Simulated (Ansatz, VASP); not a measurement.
# TaN: VASP beside Ansatz, part 3 of 3

One calculation is typed for both programs; each brings its own data sets. How far apart do they land? The cell is taken from a series of runs on this material, whose earlier steps may have relaxed, scaled, displaced or heated it; both programs get it as it stands.

VASP 6.6.1 and Ansatz 0.2.0.

So far: Starting point; Ansatz: zone-centre phonons, LDA; VASP: zone-centre phonons, LDA.

### 3. VASP: zone-centre phonons, LDA (continued)

Level of this step: LDA; plane waves and PAW (N, Ta_pv) (VASP).

Numbers of over 12 decimals in the logs are rounded to 6 here.

Parts of OUTCAR (step 3):

```text
ion  position               nearest neighbor table
   1  0.391  0.000  0.000-   6 2.05   4 2.18   4 2.18   5 2.18   5 2.18
   2  0.609  0.609  0.000-   6 2.05   4 2.18   4 2.18   5 2.18   5 2.18
   3  0.000  0.391  0.000-   6 2.05   5 2.18   5 2.18   4 2.18   4 2.18
   4  0.333  0.667  0.500-   1 2.18   1 2.18   3 2.18   3 2.18   2 2.18   2 2.18   5 3.03   5 3.03
                             5 3.03   6 3.37   6 3.37   6 3.37   6 3.37   6 3.37   6 3.37
   5  0.667  0.333  0.500-   3 2.18   3 2.18   1 2.18   1 2.18   2 2.18   2 2.18   4 3.03   4 3.03
                             4 3.03   6 3.37   6 3.37   6 3.37   6 3.37   6 3.37   6 3.37
   6  0.000  0.000  0.000-   1 2.05   2 2.05   3 2.05   4 3.37   5 3.37   4 3.37   5 3.37   5 3.37
                             5 3.37   4 3.37   4 3.37   5 3.37   5 3.37   4 3.37   4 3.37

  LATTYP: Found a hexagonal cell.
 ALAT       =     5.2550811636
 C/A-ratio  =     0.5566506332

 Subroutine GETGRP returns: Found 12 space group operations
 (whereof 12 operations were pure point group operations)

The static configuration has the point symmetry D_3h.

 Found     84 irreducible k-points:

   k-points           NKPTS =     84   k-points in BZ     NKDIM =     84   number of bands    NBANDS=     30

   dimension x,y,z NGX =    42 NGY =   42 NGZ =   24
   dimension x,y,z NGXF=    84 NGYF=   84 NGZF=   48

   ENCUT  =  600.0 eV  44.10 Ry    6.64 a.u.  10.50 10.50  5.84*2*pi/ulx,y,z

   NELECT =      48.0000    total number of electrons

 k-points in reciprocal lattice and weights: Automatic mesh
   0.00000000  0.00000000  0.00000000       0.001
   0.11111111  0.00000000  0.00000000       0.006
   0.22222222  0.00000000  0.00000000       0.006
   0.33333333  0.00000000  0.00000000       0.006
   0.44444444  0.00000000  0.00000000       0.006
   0.11111111  0.11111111  0.00000000       0.006
   0.22222222  0.11111111  0.00000000       0.012
   0.33333333  0.11111111  0.00000000       0.012
   0.44444444  0.11111111  0.00000000       0.006
[...]
-----------------------------------------------------------------------------------
    total drift:                               -0.000000     -0.000000     -0.000000

 Eigenvectors and eigenvalues of the dynamical matrix
 ----------------------------------------------------

   1 f  =   19.445547 THz   122.179975 2PiTHz  648.633630 cm-1    80.420284 meV
             X         Y         Z           dx          dy          dz
      2.054312  0.000000  0.000000    -0.000000   -0.577350   -0.000000
      1.600385  2.771948  0.000000    -0.500000    0.288675   -0.000000
     -1.027156  1.779086  0.000000     0.500000    0.288675    0.000000
     -0.000000  3.034023  1.462622    -0.000000   -0.000000   -0.000000
      2.627541  1.517011  1.462622     0.000000   -0.000000    0.000000
      0.000000  0.000000  0.000000     0.000000   -0.000000   -0.000000

   2 f  =   18.628156 THz   117.044159 2PiTHz  621.368415 cm-1    77.039830 meV
             X         Y         Z           dx          dy          dz
      2.054312  0.000000  0.000000    -0.000001    0.115902    0.000000
      1.600385  2.771948  0.000000    -0.393106   -0.564979   -0.000000
     -1.027156  1.779086  0.000000     0.393106   -0.564978   -0.000000
     -0.000000  3.034023  1.462622     0.011436    0.048687   -0.000000
      2.627541  1.517011  1.462622    -0.011436    0.048687    0.000000
      0.000000  0.000000  0.000000     0.000000    0.184659   -0.000000

   3 f  =   18.628156 THz   117.044159 2PiTHz  621.368415 cm-1    77.039830 meV
             X         Y         Z           dx          dy          dz
      2.054312  0.000000  0.000000    -0.791938   -0.000000    0.000000
      1.600385  2.771948  0.000000    -0.111058   -0.393105   -0.000000
     -1.027156  1.779086  0.000000    -0.111059    0.393107   -0.000000
     -0.000000  3.034023  1.462622     0.048687   -0.011436   -0.000000
      2.627541  1.517011  1.462622     0.048687    0.011436    0.000000
      0.000000  0.000000  0.000000     0.184659   -0.000000   -0.000000

   4 f  =   17.915284 THz   112.565051 2PiTHz  597.589557 cm-1    74.091629 meV
             X         Y         Z           dx          dy          dz
      2.054312  0.000000  0.000000    -0.577350   -0.000000   -0.000000
      1.600385  2.771948  0.000000     0.288675    0.500000    0.000000
     -1.027156  1.779086  0.000000     0.288675   -0.500000   -0.000000
     -0.000000  3.034023  1.462622     0.000000   -0.000000    0.000000
      2.627541  1.517011  1.462622     0.000000    0.000000   -0.000000
      0.000000  0.000000  0.000000     0.000000    0.000000   -0.000000

   5 f  =   16.535483 THz   103.895503 2PiTHz  551.564340 cm-1    68.385232 meV
             X         Y         Z           dx          dy          dz
      2.054312  0.000000  0.000000     0.000000   -0.791412    0.000000
      1.600385  2.771948  0.000000     0.303269   -0.266137    0.000000
     -1.027156  1.779086  0.000000    -0.303267   -0.266136   -0.000000
     -0.000000  3.034023  1.462622    -0.023788    0.139780   -0.000000
      2.627541  1.517011  1.462622     0.023787    0.139780   -0.000000
      0.000000  0.000000  0.000000    -0.000000    0.088650   -0.000000

   6 f  =   16.535483 THz   103.895503 2PiTHz  551.564340 cm-1    68.385232 meV
             X         Y         Z           dx          dy          dz
      2.054312  0.000000  0.000000     0.091044    0.000001   -0.000000
      1.600385  2.771948  0.000000     0.616320   -0.303268    0.000000
     -1.027156  1.779086  0.000000     0.616320    0.303269    0.000000
     -0.000000  3.034023  1.462622    -0.139780   -0.023788    0.000000
      2.627541  1.517011  1.462622    -0.139780    0.023787   -0.000000
      0.000000  0.000000  0.000000    -0.088650   -0.000000    0.000000

   7 f  =   16.419230 THz   103.165066 2PiTHz  547.686568 cm-1    67.904449 meV
             X         Y         Z           dx          dy          dz
      2.054312  0.000000  0.000000     0.000000    0.000000    0.555085
      1.600385  2.771948  0.000000    -0.000000    0.000000    0.555085
     -1.027156  1.779086  0.000000     0.000000    0.000000    0.555085
     -0.000000  3.034023  1.462622     0.000000   -0.000000   -0.180530
      2.627541  1.517011  1.462622    -0.000000   -0.000000   -0.180530
      0.000000  0.000000  0.000000     0.000000    0.000000   -0.102280

   8 f  =   15.979583 THz   100.402678 2PiTHz  533.021498 cm-1    66.086213 meV
             X         Y         Z           dx          dy          dz
      2.054312  0.000000  0.000000    -0.000000    0.000000    0.707015
      1.600385  2.771948  0.000000     0.000000    0.000000   -0.707199
     -1.027156  1.779086  0.000000     0.000000    0.000000    0.000184
     -0.000000  3.034023  1.462622    -0.000000   -0.000000   -0.000000
      2.627541  1.517011  1.462622    -0.000000   -0.000000    0.000000
      0.000000  0.000000  0.000000    -0.000000   -0.000000    0.000000

   9 f  =   15.979583 THz   100.402678 2PiTHz  533.021498 cm-1    66.086213 meV
             X         Y         Z           dx          dy          dz
      2.054312  0.000000  0.000000     0.000000    0.000000    0.408408
      1.600385  2.771948  0.000000    -0.000000    0.000000    0.408089
     -1.027156  1.779086  0.000000     0.000000    0.000000   -0.816497
     -0.000000  3.034023  1.462622     0.000000   -0.000000   -0.000000
      2.627541  1.517011  1.462622    -0.000000   -0.000000   -0.000000
      0.000000  0.000000  0.000000     0.000000    0.000000   -0.000000

  10 f  =    6.440926 THz    40.469532 2PiTHz  214.846170 cm-1    26.637518 meV
             X         Y         Z           dx          dy          dz
      2.054312  0.000000  0.000000    -0.006934   -0.000000    0.000000
      1.600385  2.771948  0.000000    -0.015957    0.005209   -0.000000
     -1.027156  1.779086  0.000000    -0.015957   -0.005210    0.000000
     -0.000000  3.034023  1.462622     0.083750   -0.693104    0.000000
      2.627541  1.517011  1.462622     0.083736    0.693106    0.000000
      0.000000  0.000000  0.000000    -0.156760   -0.000002   -0.000000

  11 f  =    6.440926 THz    40.469532 2PiTHz  214.846170 cm-1    26.637518 meV
             X         Y         Z           dx          dy          dz
      2.054312  0.000000  0.000000     0.000000   -0.018965   -0.000000
      1.600385  2.771948  0.000000     0.005210   -0.009942    0.000000
     -1.027156  1.779086  0.000000    -0.005209   -0.009942   -0.000000
     -0.000000  3.034023  1.462622     0.693104    0.083750    0.000000
      2.627541  1.517011  1.462622    -0.693106    0.083736   -0.000000
      0.000000  0.000000  0.000000     0.000002   -0.156760   -0.000000

  12 f  =    5.401201 THz    33.936750 2PiTHz  180.164687 cm-1    22.337564 meV
             X         Y         Z           dx          dy          dz
      2.054312  0.000000  0.000000    -0.000002    0.051028    0.000000
      1.600385  2.771948  0.000000    -0.058897   -0.050987    0.000000
     -1.027156  1.779086  0.000000     0.058898   -0.050984   -0.000000
     -0.000000  3.034023  1.462622    -0.137500    0.402233   -0.000000
      2.627541  1.517011  1.462622     0.137520    0.402226    0.000000
      0.000000  0.000000  0.000000    -0.000019   -0.789851   -0.000000

  13 f  =    5.401201 THz    33.936750 2PiTHz  180.164687 cm-1    22.337564 meV
             X         Y         Z           dx          dy          dz
      2.054312  0.000000  0.000000     0.084990    0.000001   -0.000000
      1.600385  2.771948  0.000000    -0.017025    0.058896    0.000000
     -1.027156  1.779086  0.000000    -0.017022   -0.058899    0.000000
     -0.000000  3.034023  1.462622    -0.402233   -0.137500    0.000000
      2.627541  1.517011  1.462622    -0.402226    0.137520   -0.000000
      0.000000  0.000000  0.000000     0.789851   -0.000019    0.000000
    [... 43 further lines ...]
      2.627541  1.517011  1.462622     0.318385    0.455983    0.000000
      0.000000  0.000000  0.000000     0.318600    0.456178    0.000000

 ELASTIC MODULI CONTR FROM IONIC RELAXATION (kBar)
 Direction    XX          YY          ZZ          XY          YZ          ZX
 --------------------------------------------------------------------------------
 XX        -358.1895     51.5839      1.3409      0.0000      0.0000     -0.0000
 YY          51.5839   -358.1895      1.3409     -0.0000      0.0000     -0.0000
 ZZ           1.3409      1.3409     -0.0117     -0.0000     -0.0000      0.0000
 XY           0.0000     -0.0000     -0.0000   -204.8887      0.0000      0.0000
 YZ           0.0000      0.0000     -0.0000      0.0000    -14.8050      0.0000
 ZX          -0.0000     -0.0000      0.0000      0.0000      0.0000    -10.2970
 --------------------------------------------------------------------------------
```

### 4. Comparison

Known differences besides the potentials themselves: the data sets hold 54 valence electrons in Ansatz (on its PAW soft_1 files) and 48 in VASP; the cutoff is 420 eV in Ansatz and 600 eV in VASP; VASP's log shows a relativistic correction to its local exchange, Ansatz's none. Total energies have different zeros and are not compared.

The two programs side by side:

| quantity | Ansatz | VASP | difference |
| --- | --- | --- | --- |
| optical mode 1 (cm⁻¹) | 142.8 | 142.8 | +0.00 % |
| optical mode 2 (cm⁻¹) | 171.2 | 172.2 | -0.60 % |
| optical mode 3 to 4 (cm⁻¹) | 179.7 | 180.2 | -0.24 % |
| optical mode 5 to 6 (cm⁻¹) | 214.3 | 214.8 | -0.24 % |
| optical mode 7 to 8 (cm⁻¹) | 529.6 | 533.0 | -0.63 % |
| optical mode 9 (cm⁻¹) | 545.5 | 547.7 | -0.41 % |
| optical mode 10 to 11 (cm⁻¹) | 547.8 | 551.6 | -0.69 % |
| optical mode 12 (cm⁻¹) | 593.1 | 597.6 | -0.75 % |
| optical mode 13 to 14 (cm⁻¹) | 617.4 | 621.4 | -0.63 % |
| optical mode 15 (cm⁻¹) | 645.2 | 648.6 | -0.53 % |

Modes are paired by rising frequency, not by their patterns, so a pair may set unlike modes beside each other; they are those without the splitting of longitudinal modes.

### 5. Results

| Quantity | Value |
| --- | --- |
| r.m.s. difference of the optical zone-centre modes, each program's sorted by frequency (zone-centre phonons, LDA) | 2.8 cm⁻¹ |
| difference in optical mode 12 (zone-centre phonons, LDA) | -0.7 % |

What this shows: The r.m.s. difference of the optical zone-centre modes, each program's sorted by frequency is 2.8 cm⁻¹ (zone-centre phonons, LDA). The data sets hold unlike numbers of valence electrons (54 in Ansatz and 48 in VASP), so part of the differences comes from the potentials. Among the rows given in per cent, the largest difference of the zone-centre phonons, LDA pair is in optical mode 12, -0.7 %. Such differences can come from data sets, numerical settings and the points named under the comparisons, not from the functional's error against experiment.

[Lines on the potential files, build, host, timing and source positions are cut from VASP's logs without a mark.]

[Logs are printed without paths, hosts, clocks, repeated set-up lines and the standing remarks that a program may print on its own settings, such as how far it seeks lower states.]

[Hosts, paths, dates, database ids (printed as entryN), source tags and the programs' standing remarks are cut or masked in the printed files.]
